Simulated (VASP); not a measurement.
Given:

```
GaN
1.0
    1.59200    -2.75743     0.00000
    1.59200     2.75743     0.00000
    0.00000     0.00000     5.18925
Ga N
2 2
Direct
  0.66667   0.33333   0.50012
  0.33333   0.66667   0.00012
  0.66667   0.33333   0.87688
  0.33333   0.66667   0.37688
```

Method: SCAN meta-GGA, VASP's PBE PAW potentials (set 64) (plane waves; VASP). Numerical set-up: 520 eV cut-off, 11×11×6 Γ-centred mesh, tetrahedra with Blöchl corrections, potentials Ga_d N.

Problem. What does the run give for the energy per atom (σ→0), band gap (over mesh and band path) with the smallest direct gap where there is one?

Solution. 
- band gap (over mesh and band path) = 2.23 eV
- smallest direct gap (over mesh and band path) = 2.23 eV
- energy per atom (σ→0) = -13.448 eV/atom

Only differences to runs with the same potentials and settings are physical.

The compound is GaN in the wurtzite structure. It was relaxed first.
